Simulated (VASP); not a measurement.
A run of VASP 6.6.1 is set up as follows.

POSCAR

```
AlN
1.0
    3.0908950000      0.0000000000      0.0000000000
   -1.5454475000      2.6767935904      0.0000000000
    0.0000000000      0.0000000000      4.9467410000
Al N
2 2
Direct
    0.3333333333      0.6666666667      0.0000000000
    0.6666666667      0.3333333333      0.5000000000
    0.3333333333      0.6666666667      0.3819060000
    0.6666666667      0.3333333333      0.8819060000
```

The input INCAR.step1:

```
SYSTEM = AlN
PREC = Accurate
ENCUT = 600
EDIFF = 1E-8
ISMEAR = 0
SIGMA = 0.05
LREAL = .FALSE.
LASPH = .TRUE.
NELM = 80
ALGO = Normal
ISIF = 3
LWAVE = .FALSE.
LCHARG = .FALSE.
IBRION = 2
NSW = 40
EDIFFG = -0.002
```

File INCAR.step2:

```
SYSTEM = AlN
PREC = Accurate
ENCUT = 600
EDIFF = 1E-8
ISMEAR = 0
SIGMA = 0.05
LREAL = .FALSE.
LASPH = .TRUE.
NELM = 80
ALGO = Normal
ISIF = 3
LWAVE = .FALSE.
LCHARG = .FALSE.
IBRION = 6
NFREE = 2
POTIM = 0.015
NSW = 1
```

File KPOINTS:

```
Automatic mesh
0
G
  9 9 6
  0 0 0
```

Potentials or basis: VASP PAW LDA potentials, release 64 (Al, N).

Launch:

```sh
$ cat potpaw_LDA.64/Al/POTCAR potpaw_LDA.64/N/POTCAR > POTCAR
$ cp INCAR.step1 INCAR
$ mpirun -np 1 vasp_std > vasp.out
$ cp CONTCAR POSCAR
$ cp INCAR.step2 INCAR
$ mpirun -np 1 vasp_std > vasp.out
```

Question: Predict the Voigt bulk modulus.

Answer: 211 GPa.

Question: What does it give for the highest phonon frequency at Γ, LO-TO splitting left out?

Answer: 732 cm⁻¹.

Elastic tensor in Voigt notation (GPa, in the Cartesian axes of the cell as first typed):
```
397 145 112   0   0   0
145 397 112   0   0   0
112 112 370   0   0   0
  0   0   0 115   0   0
  0   0   0   0 115   0
  0   0   0   0   0 126
```
